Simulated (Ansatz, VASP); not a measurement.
## SnO2 (Cassiterite): VASP beside Ansatz

Wanted: the spread between two codes on one cell, functional and k mesh. The structure shown is the start of the Ansatz relaxation below; VASP solves that cell, so the two are compared at the walk's first step.

Main program and level: Ansatz 0.2.0; plane waves, with VASP 6.6.1 beside it; single point at PBE.

## Step 1: Set-up

It takes space group P4_2/mnm (No. 136, tetragonal). Conventional cell: a = 4.773 Å, b = 4.773 Å, c = 3.279 Å, α = 90.00°, β = 90.00°, γ = 90.00°. Nearest to O lie 3 Sn at 2.06 to 2.10 Å. Nearest to Sn lie 6 O at 2.06 to 2.10 Å. Farther neighbours and most contacts between anions are not listed.

Structure file:

```cif
data_structure
_symmetry_space_group_name_H-M 'P 1'
_symmetry_Int_Tables_number 1
_cell_length_a 4.7730
_cell_length_b 4.7730
_cell_length_c 3.2793
_cell_angle_alpha 90.000
_cell_angle_beta 90.000
_cell_angle_gamma 90.000
_cell_volume 74.71
loop_
_atom_site_label
_atom_site_type_symbol
_atom_site_fract_x
_atom_site_fract_y
_atom_site_fract_z
_atom_site_occupancy
O1 O 0.30533 0.30533 0.00000 1
O2 O 0.19467 0.80533 0.50000 1
O3 O 0.69467 0.69467 0.00000 1
O4 O 0.80533 0.19467 0.50000 1
Sn5 Sn 0.00000 0.00000 0.00000 1
Sn6 Sn 0.50000 0.50000 0.50000 1
```

## Step 2: Ansatz: relaxation, PBE

Ansatz runs on its PAW soft_1 files.

The two programs are compared at the cell with which this relaxation starts, whose forces are those of its first step.

Input file input.yaml:

```yaml
crystal:
  lattice:
    - [4.7729940056, 0.0, 0.0]
    - [0.0, 4.7729940056, 0.0]
    - [0.0, 0.0, 3.2792670461]
  atoms:
    - { symbol: O, position: [0.3053314588, 0.3053314588, 0.0] }
    - { symbol: O, position: [0.1946685412, 0.8053314588, 0.5] }
    - { symbol: O, position: [0.6946685412, 0.6946685412, 0.0] }
    - { symbol: O, position: [0.8053314588, 0.1946685412, 0.5] }
    - { symbol: Sn, position: [0.0, 0.0, 0.0] }
    - { symbol: Sn, position: [0.5, 0.5, 0.5] }
kpoints:
  mp_grid: { grid: [10, 10, 12] }
hamiltonian:
  xc: pbe
  pseudopotentials: { kind: paw, azcp: { folder: soft_1 } }
scf:
  occupations: { method: gaussian, width: 0.02 }
output:
  forces: true
  stress: true
  eigenvalues: true
relax:
  adjacent_minimum: "off"
  f_tol: 0.001
  max_steps: 60
  cell: { stress_tol: 0.01, fix: [volume] }
```

The run is started by

```
ansatz run input.yaml --threads 8 --pin off --max-ram 16384MiB --backend cpu --events-out ev --progress --plain --runs-dir out
```

Numbers of over 12 decimals in the logs are rounded to 6 here.

What it wrote:

```text
Engine: ansatz 0.2.0, x86_64-unknown-linux-gnu
Pseudopotentials: kind: paw
Pseudopotential: O, paw, valence charge 6, recommended cutoff 420 eV (normal), soft_1/O.paw.azcp
Pseudopotential: Sn, paw, valence charge 14, recommended cutoff 420 eV (normal), soft_1/Sn.paw.azcp
Functional definition: PBE
  parameter kappa = 0.804
  parameter beta = 0.066725
  exchange = pbe_x(kappa = kappa, mu = beta*pi^2/3)
  correlation = pbe_c(beta = beta)
Crystal: 6 atoms, lattice volume = 74.707 Å³
Basis set: ecut = 420 eV, 1475 PW (Γ), exchange–correlation on 64×64×48 points (8 copies of the dense FFT grid, shifted against one another)
Bands: 32, of which v1, the nominal top of the filled ones, is band 26 counted from 1 (25 counted from 0)
Symmetry: 16 space group operations
Space group: P42/mnm (ITA 136), of the structure as read, at distance tolerance 4.2e-5 Å
k-points: 147 of 1200
Non-local potential: O, projectors of the file, l = 0: 2, l = 1: 2, l = 2: 1
Non-local potential: Sn, projectors of the file, l = 0: 2, l = 1: 2, l = 2: 2, l = 3: 1
PAW form: soft (Blöchl's): semilocal exchange-correlation on the pseudo side does not see the compensation charge
PAW one-centre angular grid: O, 110 points (default); XC on 64 Gauss nodes
PAW one-centre angular grid: Sn, 590 points (default); XC on 64 Gauss nodes
Initial density: superposition of atomic densities (chi_scale 0.1, normalization cell, long waves kept (reshape's long-wave potential 0.00 eV rms))
Initial wavefunctions: pseudopotential atomic-orbital guess
Functional: x = pbe(κ = 0.804, μ = 0.219515), c = pbe(β = 0.066725)
SCF iter   1: F=—  HF=-14318.840653 eV  |F-HF|=—  |Δ(HF+E_count)|=         —  Δρ=7.54e-2  dr2=3.32e0  ethr=3.10e-3  ⟨swp⟩=6.1  Hψ=21926  notcnv=0
preconditioner: auto → Resta (q_TF=auto, 2.568 Å⁻¹)  ε∞=3.5  [insulator: Δε(μ)=1.157 eV  Ē_g=19.696 eV  σ=0.020 eV  W_gap=1.00  n_scr=18 (ndim 8)  ℏωp=31.0 eV  f_vac=0.000  D(μ)=0.00/eV (n_scr^D=0)  ε∞_Penn≈3.5]
SCF iter   2: F=—  HF=-14318.239148 eV  |F-HF|=—  |Δ(HF+E_count)|=   6.02e-1  Δρ=3.75e-2  dr2=8.13e-1  ethr=3.10e-3  ⟨swp⟩=3.0  Hψ=10330  notcnv=0  defer=256
SCF iter   3: F=—  HF=-14318.121214 eV  |F-HF|=—  |Δ(HF+E_count)|=   1.18e-1  Δρ=6.26e-3  dr2=2.44e-2  ethr=1.56e-3  ⟨swp⟩=2.8  Hψ=8379  notcnv=0  defer=256
SCF iter   4: F=—  HF=-14318.128611 eV  |F-HF|=—  |Δ(HF+E_count)|=   7.40e-3  Δρ=1.00e-3  dr2=4.96e-4  ethr=4.68e-5  ⟨swp⟩=2.7  Hψ=7691  notcnv=0  defer=256
SCF iter   5: F=—  HF=-14318.129511 eV  |F-HF|=—  |Δ(HF+E_count)|=   8.99e-4  Δρ=1.43e-4  dr2=2.12e-5  ethr=9.54e-7  ⟨swp⟩=2.0  Hψ=7465  notcnv=0  defer=256
SCF iter   6: F=—  HF=-14318.129476 eV  |F-HF|=—  |Δ(HF+E_count)|=   3.43e-5  Δρ=5.18e-5  dr2=1.62e-6  ethr=4.08e-8  ⟨swp⟩=2.0  Hψ=8468  notcnv=0  defer=256
SCF iter   7: F=—  HF=-14318.129476 eV  |F-HF|=—  |Δ(HF+E_count)|=   3.33e-8  Δρ=1.05e-5  dr2=1.01e-7  ethr=3.12e-9  ⟨swp⟩=2.0  Hψ=8270  notcnv=0  defer=256
SCF iter   8: F=-14318.129476 eV  HF=-14318.129476 eV  |F-HF|=3.44e-9  |Δ(HF+E_count)|=   4.17e-8  Δρ=1.78e-6  dr2=2.37e-9  ethr=1.92e-10  ⟨swp⟩=11.0  Hψ=20508  notcnv=0
SCF 1 converged in 8 iterations: F = -14318.129476 eV  dr2 = 2.37e-9
  greatest PAW one-centre occupation: 0.996 electrons in one spin orbital (limit 2), on the Sn atom at site 5 (counted from 0), in its partial waves of l = 2
relax step   1: F+E_penalty+E_count = -14318.12947646 eV  Δ(F+E_penalty+E_count) = +0.000e0 eV  max|allowed force component| = 1.414e-1 eV/Å  Δτ_max = 0.0000 Å  P = +0.882 GPa  Ω = 74.707 Å³  fix = [volume]  reactions: volume +0.882 GPa  (8 SCF iters, dr2 threshold 1.00e-7 eV, accepted)
[...]
relax step   5: F+E_penalty+E_count = -14318.14740828 eV  Δ(F+E_penalty+E_count) = -5.965e-4 eV  max|allowed force component| = 6.101e-4 eV/Å  Δτ_max = 0.0000 Å  P = +1.710 GPa  Ω = 74.707 Å³  fix = [volume]  reactions: volume +1.710 GPa  stress off target by 9.38e-2 GPa on what of the cell is left free  SCF on the basis re-selected at this cell (its energy is not comparable with the rows above)  (6 SCF iters)
[...]
relax step   6: F+E_penalty+E_count = -14318.14741514 eV  Δ(F+E_penalty+E_count) = -6.860e-6 eV  max|allowed force component| = 3.084e-5 eV/Å  Δτ_max = 0.0000 Å  P = +1.735 GPa  Ω = 74.707 Å³  energy of the carried Pulay correction = -7.871e-6 eV  fix = [volume]  reactions: volume +1.735 GPa  (4 SCF iters, dr2 threshold 2.20e-8 eV, accepted)
[...]
relax step   7: F+E_penalty+E_count = -14318.14742586 eV  Δ(F+E_penalty+E_count) = -1.072e-5 eV  max|allowed force component| = 4.141e-5 eV/Å  Δτ_max = 0.0000 Å  P = +1.735 GPa  Ω = 74.707 Å³  fix = [volume]  reactions: volume +1.735 GPa  stress off target by 1.66e-3 GPa on what of the cell is left free  SCF on the basis re-selected at this cell (its energy is not comparable with the rows above)  (6 SCF iters)
basis re-selected at this cell: Δ(F+E_penalty+E_count) = -1.072e-5 eV, ΔP = +0.000 GPa vs the last step (what re-selecting the basis moved, of the pressure what is left beyond the Pulay correction that the steps carried, after the strain that the cell walked since its last selection, with what the two solves' SCF thresholds leave and, on support functions, any second-order correction that the steps lacked; it is no m [...]
SCF converged after 6 iterations
Free energy (F): -14318.147426 eV
Harris-Foulkes:  -14318.147426 eV  (|F-HF|=3.64e-12)
Internal energy: -14318.147426 eV  (E = F + TS)
E sigma→0 (E₀):  -14318.147426 eV
Fermi energy:    9.313547 eV
--- Per-component energies (eV) ---
  E_band       = -145.044412
  E_kinetic    = 1014.835660
  E_local      = -3245.978887  (includes V_loc(G=0)·N_el)
  E_nonlocal   = 500.546473
  E_hartree    = 1471.081337
  E_xc         = -535.226991
  E_vxc        = -523.093123  (∫ρ·V_xc dr)
  E_paw        = -9399.636374  (= ΣΔE_a)
  E_vpaw       = -833.521050  (= ΣTr[D̂ρ^β])
  E_aug_tail   = 0.003841  (compensation charges beyond the density's cutoff)
  E_ewald      = -4123.772483
  E_smearing   = -0.000000  (= −TS)
  E_closure    = -0.000000  (closes the sum)
  Σ components = -14318.147426   (vs F -14318.147426, Δ=0.00e0)
--- Forces (eV/Å), atoms counted from 1 ---
  atom   1  O      0.00004141     0.00004141     0.00000000
  atom   2  O     -0.00004141     0.00004141     0.00000000
  atom   3  O     -0.00004141    -0.00004141     0.00000000
  atom   4  O      0.00004141    -0.00004141     0.00000000
  atom   5  Sn     0.00000000     0.00000000     0.00000000
  atom   6  Sn     0.00000000     0.00000000     0.00000000
  max |Σ_I F_I| component: 3.16e-29 eV/Å
--- Stress (GPa, compression-positive) ---
        1.734378       0.000000       0.000000
        0.000000       1.734378       0.000000
        0.000000       0.000000       1.736863
  P = ⅓ Tr σ = 1.7352 GPa (17.352 kbar)
--- Band table (eV; the first three rows and the last of 147) ---
  k-point 0: bands = [... 22 lower, 7.6767, 8.1854, 8.1854, 8.9247, 9.7024, 14.7124, 15.0483, 15.0483, ... 2 higher]
  k-point 1: bands = [... 22 lower, 7.4115, 8.2085, 8.2085, 8.8708, 10.2200, 14.8489, 15.3408, 15.3408, ... 2 higher]
  k-point 2: bands = [... 22 lower, 6.8189, 8.1935, 8.1935, 8.7130, 11.2329, 15.1539, 16.0923, 16.0923, ... 2 higher]
  k-point 146: bands = [... 22 lower, 8.0068, 8.0068, 8.1411, 8.1411, 13.3816, 13.3816, 17.6182, 17.6182, ... 2 higher]
--- Relaxed structure (5 steps of the walk, 5 accepted, 2 SCFs on fresh bases) ---
  F+E_penalty+E_count = -14318.14742586 eV   max|allowed force component| = 4.141e-5 eV/Å   (the final SCF, on the basis selected at the relaxed cell)
  cell:  # Å, volume = 74.7065 Å³
    - [4.807294, 0, 0.0]
    - [0, 4.807294, 0.0]
    - [0.0, 0.0, 3.232639]
  atoms:
    - { symbol: O, position: [0.306386, 0.306386, 0.0] }
    - { symbol: O, position: [0.193614, 0.806386, 0.500000] }
    - { symbol: O, position: [0.693614, 0.693614, 0.0] }
    - { symbol: O, position: [0.806386, 0.193614, 0.500000] }
    - { symbol: Sn, position: [1.0565002749645602e-19, 0, 0.0] }
    - { symbol: Sn, position: [0.5, 0.5, 0.500000] }
```

## Step 3: VASP: single point, PBE, start cell

The same cell, functional, mesh and smearing now go to VASP, with its own data sets.

Lines of VASP's logs that name or quote its potential files are left out, and so is its time.

Input file INCAR:

```
SYSTEM = SnO2
PREC = Accurate
ENCUT = 520
EDIFF = 1E-06
NELM = 120
ISMEAR = 0
SIGMA = 0.02
LREAL = .FALSE.
ALGO = Normal
GGA = PE
NBANDS = 32
LORBIT = 11
LWAVE = .FALSE.
LCHARG = .FALSE.
ISIF = 2
LASPH = .TRUE.
GGA_COMPAT = .FALSE.
EFERMI = MIDGAP
KPAR = 2
```

Input file POSCAR:

```
SnO2
1.0
    4.7729940000      0.0000000000      0.0000000000
    0.0000000000      4.7729940000      0.0000000000
    0.0000000000      0.0000000000      3.2792670000
O Sn
4 2
Direct
    0.3053314125      0.3053314125      0.0000000000
    0.1946685875      0.8053314125      0.5000000000
    0.6946685875      0.6946685875      0.0000000000
    0.8053314125      0.1946685875      0.5000000000
    0.0000000000      1.0000000000      0.0000000000
    0.5000000000      0.5000000000      0.5000000000
```

Input file KPOINTS:

```
Automatic mesh
0
Gamma
10 10 12
0 0 0
```

PAW data sets: O and Sn_d (PBE family, release 64).

The run is started by

```
mpirun -np 2 vasp_std
```

What it wrote:

```text
[banner, memory and clock lines left out]
running    2 mpi-ranks, on    1 nodes
 distrk:  each k-point on    1 cores,    2 groups
 distr:  one band on    1 cores,    1 groups

 POSCAR found type information on POSCAR O Sn
 POSCAR found :  2 types and       6 ions
 LDA part: xc-table for (Slater+PW92), standard interpolation
 POSCAR, INCAR and KPOINTS ok, starting setup
 FFT: planning ... GRIDC
 FFT: planning ... GRID_SOFT
 FFT: planning ... GRID
 WAVECAR not read
 entering main loop
       N       E                     dE             d eps       ncg     rms          rms(c)
DAV:   1     0.636028635432E+03    0.63603E+03   -0.26253E+04 10384   0.251E+03
DAV:   2     0.525245781963E+02   -0.58350E+03   -0.55934E+03 10512   0.670E+02
DAV:   3    -0.389462626742E+02   -0.91471E+02   -0.90064E+02 10984   0.219E+02
DAV:   4    -0.433184837719E+02   -0.43722E+01   -0.43558E+01 11272   0.532E+01
DAV:   5    -0.434563107366E+02   -0.13783E+00   -0.13778E+00 11872   0.963E+00    0.157E+01
DAV:   6    -0.372087491426E+02    0.62476E+01   -0.23094E+01 15328   0.704E+01    0.581E+00
DAV:   7    -0.373193049916E+02   -0.11056E+00   -0.20811E+00 10768   0.841E+00    0.322E+00
DAV:   8    -0.372995615266E+02    0.19743E-01   -0.27091E-01 14296   0.486E+00    0.752E-01
DAV:   9    -0.372868771392E+02    0.12684E-01   -0.67230E-02 15088   0.358E+00    0.135E-01
DAV:  10    -0.372876449723E+02   -0.76783E-03   -0.50878E-03 12864   0.661E-01    0.440E-02
DAV:  11    -0.372877325657E+02   -0.87593E-04   -0.26411E-04 14800   0.166E-01    0.197E-02
DAV:  12    -0.372877365037E+02   -0.39380E-05   -0.25034E-05 11296   0.333E-02    0.156E-02
DAV:  13    -0.372877318776E+02    0.46260E-05   -0.17070E-05 12408   0.569E-02    0.257E-03
DAV:  14    -0.372877322366E+02   -0.35897E-06   -0.10754E-06  7232   0.957E-03
   1 F= -.37287732E+02 E0= -.37287732E+02  d E =-.152091-127
```

Parts of OUTCAR (step 3):

```text
ion  position               nearest neighbor table
   1  0.305  0.305  0.000-   5 2.06   6 2.10   6 2.10
   2  0.195  0.805  0.500-   6 2.06   5 2.10   5 2.10
   3  0.695  0.695  0.000-   5 2.06   6 2.10   6 2.10
   4  0.805  0.195  0.500-   6 2.06   5 2.10   5 2.10
   5  0.000  0.000  0.000-   1 2.06   3 2.06   2 2.10   4 2.10   2 2.10   4 2.10   6 3.75   6 3.75
                             6 3.75   6 3.75   6 3.75   6 3.75   6 3.75   6 3.75
   6  0.500  0.500  0.500-   2 2.06   4 2.06   3 2.10   1 2.10   1 2.10   3 2.10   5 3.75   5 3.75
                             5 3.75   5 3.75   5 3.75   5 3.75   5 3.75   5 3.75

  LATTYP: Found a simple tetragonal cell.
 ALAT       =     4.7729940000
 C/A-ratio  =     0.6870461182

 Subroutine GETGRP returns: Found 16 space group operations
 (whereof  8 operations were pure point group operations)

The static configuration has the point symmetry D_2h.
 The point group associated with its full space group is D_4h.

 Found    147 irreducible k-points:

   k-points           NKPTS =    147   k-points in BZ     NKDIM =    147   number of bands    NBANDS=     32

   dimension x,y,z NGX =    36 NGY =   36 NGZ =   24
   dimension x,y,z NGXF=    72 NGYF=   72 NGZF=   48

   ENCUT  =  520.0 eV  38.22 Ry    6.18 a.u.   8.87  8.87  6.10*2*pi/ulx,y,z

   NELECT =      52.0000    total number of electrons

 k-points in reciprocal lattice and weights: Automatic mesh
   0.00000000  0.00000000  0.00000000       0.001
   0.10000000  0.00000000  0.00000000       0.003
   0.20000000  0.00000000  0.00000000       0.003
   0.30000000  0.00000000  0.00000000       0.003
   0.40000000  0.00000000  0.00000000       0.003
   0.50000000  0.00000000  0.00000000       0.002
   0.10000000  0.10000000  0.00000000       0.003
   0.20000000  0.10000000  0.00000000       0.007
   0.30000000  0.10000000  0.00000000       0.007
[...]
0.50000000  0.40000000  0.50000000       0.003
   0.50000000  0.50000000  0.50000000       0.001

 average (electrostatic) potential at core
       1 -68.2948       2 -68.2948       3 -68.2948       4 -68.2948       5 -99.9560
       6 -99.9560

 E-fermi :   5.9905

 k-point     1 :       0.0000    0.0000    0.0000
  band No.  band energies     occupation
    ...
     22       4.3500      2.00000
     23       4.3500      2.00000
     24       4.9302      2.00000
     25       4.9302      2.00000
     26       5.6538      2.00000
     27       6.3272      0.00000
     28      11.2786      0.00000
     29      11.5968      0.00000
     30      11.5968      0.00000
     31      15.5123      0.00000
    ...

 k-point     2 :       0.1000    0.0000    0.0000
  band No.  band energies     occupation
    ...
     22       4.3535      2.00000
     23       4.3656      2.00000
     24       4.6598      2.00000
     25       4.9366      2.00000
     26       5.6043      2.00000
     27       6.6657      0.00000
     28      11.1899      0.00000
     29      11.6464      0.00000
     30      11.6981      0.00000
     31      15.6069      0.00000
    ...

 k-point     3 :       0.2000    0.0000    0.0000
  band No.  band energies     occupation
    ...
     22       4.1910      2.00000
     23       4.3632      2.00000
     24       4.3936      2.00000
     25       4.9549      2.00000
     26       5.4700      2.00000
     27       7.3490      0.00000
     28      10.9890      0.00000
     29      11.7931      0.00000
     30      11.9067      0.00000
     31      15.8817      0.00000
    ...

  Total        1.3653002      1.3653002     -0.6139671     -0.0000000      0.0000000      0.0000000
  in kB       29.2806151     29.2806151    -13.1673122     -0.0000000      0.0000000      0.0000000
  external PRESSURE =      15.1313060 kB  Pullay stress =       0.0000000 kB

  energy-cutoff  :      520.00
  volume of cell :       74.71
      direct lattice vectors                 reciprocal lattice vectors
     4.772994000  0.000000000  0.000000000     0.209512101  0.000000000  0.000000000
     0.000000000  4.772994000  0.000000000     0.000000000  0.209512101  0.000000000
     0.000000000  0.000000000  3.279267000     0.000000000  0.000000000  0.304946197

 POSITION                                       TOTAL-FORCE (eV/Angst)
 -----------------------------------------------------------------------------------
      1.45734      1.45734      0.00000         0.134399      0.134399     -0.000000
      0.92915      3.84384      1.63963        -0.134399      0.134399     -0.000000
      3.31565      3.31565      0.00000        -0.134399     -0.134399      0.000000
      3.84384      0.92915      1.63963         0.134399     -0.134399      0.000000
      0.00000      0.00000      0.00000         0.000000      0.000000     -0.000000
      2.38650      2.38650      1.63963         0.000000      0.000000     -0.000000
 -----------------------------------------------------------------------------------
    total drift:                                0.000000      0.000000      0.000000

  FREE ENERGIE OF THE ION-ELECTRON SYSTEM (eV)
  ---------------------------------------------------
  free  energy   TOTEN  =       -37.2877322366 eV

  energy  without entropy=      -37.2877322366  energy(sigma->0) =      -37.28773224

 total charge
# of ion       s       p       d       tot
------------------------------------------
    1        1.561   3.485   0.000   5.046
    2        1.561   3.485   0.000   5.046
    3        1.561   3.485   0.000   5.046
    4        1.561   3.485   0.000   5.046
    5        0.880   1.032  10.333  12.245
    6        0.880   1.032  10.333  12.245
--------------------------------------------------
tot          8.003  16.005  20.667  44.674

[... 3 further parts left out ...]
```

The run ends at a pressure of 1.51 GPa, with forces up to 0.19 eV/Å.

## Step 4: Side by side

Known differences besides the potentials themselves: the cutoff is 420 eV in Ansatz and 520 eV in VASP. Total energies have different zeros and are not compared.

Forces (eV/Å; atoms numbered as in POSCAR):

```
atom         Ansatz x, y, z           VASP x, y, z
  O1    0.141, 0.141, 0.000    0.134, 0.134, 0.000
  O2   -0.141, 0.141, 0.000   -0.134, 0.134, 0.000
  O3  -0.141, -0.141, 0.000  -0.134, -0.134, 0.000
  O4   0.141, -0.141, 0.000   0.134, -0.134, 0.000
 Sn5    0.000, 0.000, 0.000    0.000, 0.000, 0.000
 Sn6    0.000, 0.000, 0.000    0.000, 0.000, 0.000
```

The forces differ by 4.7 meV/Å r.m.s., which is 5.2 % of the r.m.s. force of 0.090 eV/Å (both taken over all components).

## Step 5: What came out

```json
{
  "r.m.s. force difference (single point, PBE, start cell)": "4.7 meV/Å"
}
```

**Reading.** The r.m.s. force difference is 4.7 meV/Å (single point, PBE, start cell), within the 12 meV/Å picked in this series as the mark of a large difference. Such differences can come from data sets, numerical settings and the points named under the comparisons, not from the functional's error against experiment.

[Lines on the potential files, build, host, timing and source positions are cut from VASP's logs without a mark.]

[Logs are printed without paths, hosts, clocks, repeated set-up lines and the standing remarks that a program may print on its own settings, such as how far it seeks lower states.]

[Hosts, paths, dates, database ids (printed as entryN), source tags and the programs' standing remarks are cut or masked in the printed files.]
